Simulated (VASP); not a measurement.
Output of a VASP run:

File OUTCAR:
```
 ion  position               nearest neighbor table
   1  0.667  0.333  0.500-   4 2.47   4 2.47   4 2.47   3 2.47
   2  0.333  0.667  0.000-   3 2.47   3 2.47   3 2.47   4 2.47
   3  0.667  0.333  0.877-   2 2.47   2 2.47   2 2.47   1 2.47
   4  0.333  0.667  0.377-   1 2.47   1 2.47   1 2.47   2 2.47
  LATTYP: Found a hexagonal cell.
 ALAT       =     4.0398541375
 C/A-ratio  =     1.6251873861
 Subroutine PRICEL returns:
 Original cell was already a primitive cell.
 Subroutine GETGRP returns: Found 12 space group operations
The static configuration has the point symmetry C_3v.
 The point group associated with its full space group is C_6v.
The dynamic configuration has the point symmetry C_3v.
 Subroutine INISYM returns: Found 12 space group operations
 Subroutine IBZKPT returns following result:
 Found     21 irreducible k-points:

 Following reciprocal coordinates:
            Coordinates               Weight
  0.000000  0.000000  0.000000      1.000000
  0.166667  0.000000  0.000000      6.000000
  0.333333  0.000000  0.000000      6.000000
  0.500000  0.000000  0.000000      3.000000
  0.166667  0.166667  0.000000      6.000000
  0.333333  0.166667  0.000000     12.000000
  0.333333  0.333333  0.000000      2.000000
  0.000000  0.000000  0.250000      2.000000
  0.166667  0.000000  0.250000     12.000000
  0.333333  0.000000  0.250000     12.000000
  0.500000  0.000000  0.250000      6.000000
  0.166667  0.166667  0.250000     12.000000
  0.333333  0.166667  0.250000     24.000000
  0.333333  0.333333  0.250000      4.000000
  0.000000  0.000000  0.500000      1.000000
  0.166667  0.000000  0.500000      6.000000
  0.333333  0.000000  0.500000      6.000000
  0.500000  0.000000  0.500000      3.000000
  0.166667  0.166667  0.500000      6.000000
  0.333333  0.166667  0.500000     12.000000
  0.333333  0.333333  0.500000      2.000000
   k-points           NKPTS =     21   k-points in BZ     NKDIM =     21   number of bands    NBANDS=     22
   number of dos      NEDOS =    301   number of ions     NIONS =      4
   total plane-waves  NPLWV =  43200
   dimension x,y,z NGX =    30 NGY =   30 NGZ =   48
   dimension x,y,z NGXF=    60 NGYF=   60 NGZF=   96
   ions per type =               2   2
   PREC   = accura    normal or accurate (medium, high low for compatibility)
   ISTART =      0    job   : 0-new  1-cont  2-samecut
   ICHARG =      2    charge: 1-file 2-atom 10-const
   ISPIN  =      1    spin polarized calculation?
   LNONCOLLINEAR =      F non collinear calculations
   LSORBIT =      F    spin-orbit coupling
   INIWAV =      1    electr: 0-lowe 1-rand  2-diag
   ENCUT  =  500.0 eV  36.75 Ry    6.06 a.u.   7.37  7.37 11.97*2*pi/ulx,y,z
   NELM   =    100;   NELMIN=  2; NELMDL= -5     # of ELM steps
   EDIFF  = 0.1E-05   stopping-criterion for ELM
   LREAL  =      F    real-space projection
   NLSPLINE    = F    spline interpolate recip. space projectors
   LMAXMIX     =    4 max onsite mixed and CHGCAR
   VOSKOWN=      0    Vosko Wilk Nusair interpolation
   EDIFFG = -.2E-01   stopping-criterion for IOM
   NSW    =     40    number of steps for IOM
   NBLOCK =      1;   KBLOCK =     40    inner block; outer block
   IBRION =      2    ionic relax: 0-MD 1-quasi-New 2-CG
   NFREE  =      1    steps in history (QN), initial steepest desc. (CG)
   ISIF   =      3    stress and relaxation
   ISYM   =      2    0-nonsym 1-usesym 2-fastsym
   TEIN   =    0.0    initial temperature
   TEBEG  =    0.0;   TEEND  =   0.0 temperature during run
   SMASS  =  -3.00    Nose mass-parameter (am)
   PSTRESS=   50.0 pullay stress
   NELECT =      36.0000    total number of electrons
   EFERMI =   0.00;   METHOD = LEGACY
   ISMEAR =     0;   SIGMA  =   0.05  broadening in eV -4-tet -1-fermi 0-gaus
   IALGO  =     38    algorithm
   LDIAG  =      T    sub-space diagonalisation (order eigenvalues)
   IMIX   =      4    mixing-type and parameters
     AMIX     =   0.40;   BMIX     =  1.00
     AMIX_MAG =   1.60;   BMIX_MAG =  1.00
...
```

OSZICAR:
```
       N       E                     dE             d eps       ncg     rms          rms(c)
DAV:   1     0.246339831803E+03    0.24634E+03   -0.17775E+04   924   0.148E+03
DAV:   2    -0.815644603760E+00   -0.24716E+03   -0.24174E+03  1020   0.361E+02
DAV:   3    -0.143805592416E+02   -0.13565E+02   -0.13518E+02  1122   0.849E+01
DAV:   4    -0.145281918440E+02   -0.14763E+00   -0.14757E+00  1032   0.881E+00
DAV:   5    -0.145307109548E+02   -0.25191E-02   -0.25189E-02  1134   0.112E+00    0.134E+01
DAV:   6    -0.135638015420E+02    0.96691E+00   -0.23797E+00  1212   0.187E+01    0.101E+01
DAV:   7    -0.135480122275E+02    0.15789E-01   -0.98521E-01  1056   0.605E+00    0.367E+00
DAV:   8    -0.135338198881E+02    0.14192E-01   -0.17878E-01  1130   0.475E+00    0.657E-01
DAV:   9    -0.135324376841E+02    0.13822E-02   -0.24706E-02  1080   0.226E+00    0.193E-01
DAV:  10    -0.135322650061E+02    0.17268E-03   -0.15633E-03  1086   0.513E-01    0.785E-02
DAV:  11    -0.135322974335E+02   -0.32427E-04   -0.15025E-04  1062   0.862E-02    0.520E-02
DAV:  12    -0.135323471714E+02   -0.49738E-04   -0.68442E-05  1032   0.476E-02    0.353E-02
DAV:  13    -0.135323452740E+02    0.18974E-05   -0.33099E-05  1068   0.357E-02    0.627E-03
DAV:  14    -0.135323459158E+02   -0.64176E-06   -0.24870E-06  1058   0.118E-02
   1 F= -.10636399E+02 E0= -.10636399E+02  d E =-.106364E+02
```

**OUTCAR**
```
------------------------ aborting loop because EDIFF is reached ----------------------------------------
  FORCE on cell =-STRESS in cart. coord.  units (eV):
  Direction    XX          YY          ZZ          XY          YZ          ZX
  --------------------------------------------------------------------------------------
  Total        2.8806963      2.8806960      2.8904611      0.0000000      0.0000000      0.0000000
  in kB       49.7366936     49.7366889     49.9052882      0.0000000      0.0000000      0.0000000
  external PRESSURE =      -0.2071098 kB  Pullay stress =      50.0000000 kB
  volume of cell :       92.80
      direct lattice vectors                 reciprocal lattice vectors
     2.019927141 -3.498616269  0.000000000     0.247533681 -0.142913644  0.000000000
     2.019927141  3.498616269  0.000000000     0.247533681  0.142913644  0.000000000
     0.000000000  0.000000000  6.565519986     0.000000000  0.000000000  0.152310861
  FREE ENERGIE OF THE ION-ELECTRON SYSTEM (eV)
  ---------------------------------------------------
  free  energy   TOTEN  =       -13.5323459158 eV

  energy  without entropy=      -13.5323459158  energy(sigma->0) =      -13.53234592
  enthalpy is  TOTEN    =       -10.6363992362 eV   P V=        2.8959466796

 reached required accuracy - stopping structural energy minimisation
```
(Selected blocks of OUTCAR.)

POSCAR:
```
CdS
1
    2.0199271411    -3.4986162689     0.0000000000
    2.0199271411     3.4986162689     0.0000000000
    0.0000000000     0.0000000000     6.5655199861
Cd S
2 2
Direct
  0.6666670000   0.3333330000   0.5000581752
  0.3333330000   0.6666670000   0.0000581752
  0.6666670000   0.3333330000   0.8769418248
  0.3333330000   0.6666670000   0.3769418248
```

Question: Reconstruct the remaining input files.

Answer: One answer among several that fit: the input of the run itself, PBEsol GGA, plane waves, VASP's PBE PAW potentials (set 64).

KPOINTS:
```
Regular mesh
0
gamma
6 6 4
```

INCAR:
```
# general
SYSTEM  = CdS
PREC    = Accurate
ENCUT   = 500
LREAL   = .FALSE.
LASPH   = .TRUE.

# electronic loop
EDIFF   = 1E-6
NELM    = 100
ALGO    = Normal
LMAXMIX = 4

# smearing
ISMEAR  = 0
SIGMA   = 0.05

# functional
GGA     = PS

# ions
IBRION  = 2
NSW     = 40
ISIF    = 3
EDIFFG  = -0.02
PSTRESS = 50

# output
LWAVE   = .FALSE.
LCHARG  = .FALSE.
```

POTCAR, in this order: Cd S (PBE.64 set). Program: vasp_std.

The compound is CdS in the wurtzite structure. It was relaxed first under an external pressure of 5 GPa.
